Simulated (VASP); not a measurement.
VASP input:

**KPOINTS**
```
Automatic mesh
0
Gamma
7 7 7
0 0 0
```

### POSCAR
```
YN
1
    0.0000000000     2.4888000000     2.4888000000
    2.4888000000     0.0000000000     2.4888000000
    2.4888000000     2.4888000000     0.0000000000
Y N
1 1
Direct
  0.0000000000   0.0000000000   0.0000000000
  0.5000000000   0.5000000000   0.5000000000
```

### INCAR
```
SYSTEM = YN
PREC = Accurate
ENCUT = 520
EDIFF = 1E-6
NELM = 60
ALGO = VeryFast
LREAL = .FALSE.
LASPH = .TRUE.
ISMEAR = 0
SIGMA = 0.05
GGA = PE
LMAXMIX = 4
LWAVE = .FALSE.
LCHARG = .FALSE.
ISIF = 2
NELMDL = -1
```

POTCAR, in this order: Y_sv N (PBE.64 set). Program: vasp_std.

Q: What happens when VASP runs on this input?

A: There is a fault: ALGO = VeryFast starts from random orbitals with almost no delay (NELMDL = -1). Convergence was not reached. Against the sound run, the energy per atom (σ→0) rises by 287.507 eV/atom; the pressure increases by 823.92 GPa; the band gap falls by 0.36 eV.

### standard output
```
...
RMM:  21     0.562749826239E+03   -0.77207E-01   -0.95445E-01   934   0.417E+01    0.215E+02
RMM:  22     0.562421999473E+03   -0.32783E+00   -0.30634E+00   936   0.397E+01    0.221E+02
RMM:  23     0.562222665944E+03   -0.19933E+00   -0.19965E+00   940   0.379E+01    0.222E+02
RMM:  24     0.561846056524E+03   -0.37661E+00   -0.36922E+00   940   0.359E+01    0.226E+02
RMM:  25     0.561521685581E+03   -0.32437E+00   -0.27375E+00   940   0.346E+01    0.230E+02
RMM:  26     0.561208952371E+03   -0.31273E+00   -0.31190E+00   940   0.333E+01    0.233E+02
RMM:  27     0.560855054790E+03   -0.35390E+00   -0.32189E+00   940   0.322E+01    0.236E+02
RMM:  28     0.560547391395E+03   -0.30766E+00   -0.31083E+00   940   0.311E+01    0.240E+02
RMM:  29     0.560292466366E+03   -0.25493E+00   -0.21370E+00   940   0.301E+01    0.242E+02
RMM:  30     0.560154889459E+03   -0.13758E+00   -0.95342E-01   938   0.293E+01    0.241E+02
RMM:  31     0.560140384390E+03   -0.14505E-01   -0.64782E-01   938   0.285E+01    0.242E+02
RMM:  32     0.560068810218E+03   -0.71574E-01   -0.22829E+00   938   0.276E+01    0.237E+02
RMM:  33     0.559812481458E+03   -0.25633E+00   -0.27484E+00   940   0.268E+01    0.238E+02
RMM:  34     0.559609755050E+03   -0.20273E+00   -0.26004E+00   939   0.262E+01    0.236E+02
RMM:  35     0.559408491349E+03   -0.20126E+00   -0.23533E+00   940   0.256E+01    0.235E+02
RMM:  36     0.559332633420E+03   -0.75858E-01   -0.16512E+00   934   0.253E+01    0.233E+02
RMM:  37     0.559141714700E+03   -0.19092E+00   -0.20016E+00   937   0.247E+01    0.233E+02
RMM:  38     0.558940176363E+03   -0.20154E+00   -0.10544E+00   937   0.240E+01    0.236E+02
RMM:  39     0.558740395927E+03   -0.19978E+00   -0.11317E+00   938   0.234E+01    0.237E+02
RMM:  40     0.558547146031E+03   -0.19325E+00   -0.17362E+00   940   0.227E+01    0.238E+02
RMM:  41     0.558366289936E+03   -0.18086E+00   -0.14234E+00   933   0.223E+01    0.243E+02
RMM:  42     0.558170960671E+03   -0.19533E+00   -0.18458E+00   940   0.216E+01    0.244E+02
RMM:  43     0.558029118135E+03   -0.14184E+00   -0.14403E+00   942   0.210E+01    0.245E+02
RMM:  44     0.557880181274E+03   -0.14894E+00   -0.12992E+00   936   0.207E+01    0.245E+02
RMM:  45     0.557731903031E+03   -0.14828E+00   -0.83789E-01   937   0.204E+01    0.245E+02
RMM:  46     0.557629168618E+03   -0.10273E+00   -0.87913E-01   938   0.200E+01    0.244E+02
RMM:  47     0.557471390749E+03   -0.15778E+00   -0.20227E+00   931   0.239E+01    0.226E+02
RMM:  48     0.557410788747E+03   -0.60602E-01   -0.45323E-01   935   0.209E+01    0.223E+02
RMM:  49     0.557127766484E+03   -0.28302E+00   -0.82092E-01   937   0.202E+01    0.223E+02
RMM:  50     0.556971849251E+03   -0.15592E+00    0.99594E-02   937   0.194E+01    0.218E+02
RMM:  51     0.556898072172E+03   -0.73777E-01   -0.29856E-01   939   0.187E+01    0.209E+02
RMM:  52     0.557194306602E+03    0.29623E+00   -0.94113E-01   934   0.187E+01    0.187E+02
RMM:  53     0.557338725393E+03    0.14442E+00   -0.17782E+00   940   0.186E+01    0.162E+02
RMM:  54     0.557446344431E+03    0.10762E+00   -0.33882E+00   949   0.192E+01    0.125E+02
RMM:  55     0.557392873101E+03   -0.53471E-01   -0.37668E+00   946   0.194E+01    0.945E+01
RMM:  56     0.557263344327E+03   -0.12953E+00   -0.30572E+00   937   0.192E+01    0.733E+01
RMM:  57     0.557156201397E+03   -0.10714E+00   -0.17644E+00   938   0.187E+01    0.566E+01
RMM:  58     0.557037004108E+03   -0.11920E+00   -0.16817E+00   939   0.185E+01    0.442E+01
RMM:  59     0.556961525426E+03   -0.75479E-01   -0.11196E+00   940   0.183E+01    0.322E+01
RMM:  60     0.556813805003E+03   -0.14772E+00   -0.17434E+00   938   0.182E+01

 -----------------------------------------------------------------------------
|                                                                             |
|           W    W    AA    RRRRR   N    N  II  N    N   GGGG   !!!           |
|           W    W   A  A   R    R  NN   N  II  NN   N  G    G  !!!           |
|           W    W  A    A  R    R  N N  N  II  N N  N  G       !!!           |
|           W WW W  AAAAAA  RRRRR   N  N N  II  N  N N  G  GGG   !            |
|           WW  WW  A    A  R   R   N   NN  II  N   NN  G    G                |
|           W    W  A    A  R    R  N    N  II  N    N   GGGG   !!!           |
|                                                                             |
|     The electronic self-consistency was not achieved in the given           |
|     number of steps (NELM). The forces and other quantities evaluated       |
|     might not be reliable so examine the results carefully. If you find     |
|     spurious results, we suggest increasing NELM, if you were close to      |
|     convergence or switching to a different ALGO or adjusting the           |
|     density mixing parameters otherwise.                                    |
|                                                                             |
 -----------------------------------------------------------------------------

   1 F= 0.55681381E+03 E0= 0.55681496E+03  d E =-.230913E-02
```

File OUTCAR:
```
------------------------ aborting loop EDIFF was not reached (unconverged)  ----------------------------
  FORCE on cell =-STRESS in cart. coord.  units (eV):
  Direction    XX          YY          ZZ          XY          YZ          ZX
  --------------------------------------------------------------------------------------
  Total      157.3238395    157.3238395    157.3238395      0.0000000      0.0000000     -0.0000000
  in kB     8175.3269346   8175.3269346   8175.3269346      0.0000000      0.0000000     -0.0000000
  external PRESSURE =    8175.3269346 kB  Pullay stress =       0.0000000 kB
  volume of cell :       30.83
      direct lattice vectors                 reciprocal lattice vectors
     0.000000000  2.488800000  2.488800000    -0.200900032  0.200900032  0.200900032
     2.488800000  0.000000000  2.488800000     0.200900032 -0.200900032  0.200900032
     2.488800000  2.488800000  0.000000000     0.200900032  0.200900032 -0.200900032
 POSITION                                       TOTAL-FORCE (eV/Angst)
 -----------------------------------------------------------------------------------
      0.00000      0.00000      0.00000        -0.000000     -0.000000     -0.000000
      2.48880      2.48880      2.48880         0.000000      0.000000      0.000000
 -----------------------------------------------------------------------------------
    total drift:                                0.000000      0.000000      0.000000
  FREE ENERGIE OF THE ION-ELECTRON SYSTEM (eV)
  ---------------------------------------------------
  free  energy   TOTEN  =       556.8138050034 eV

  energy  without entropy=      556.8161141375  energy(sigma->0) =      556.81495957
```
(Selected blocks of OUTCAR.)

To mend it, set ALGO = Normal, remove NELMDL.

The mended run (PBE GGA, plane waves, VASP's PBE PAW potentials (set 64)) converges, and its OSZICAR ends with
```
   1 F= -.18198195E+02 E0= -.18198195E+02  d E =-.125896E-08
```

The compound is YN in the rock salt structure. The cell was not relaxed at this level.
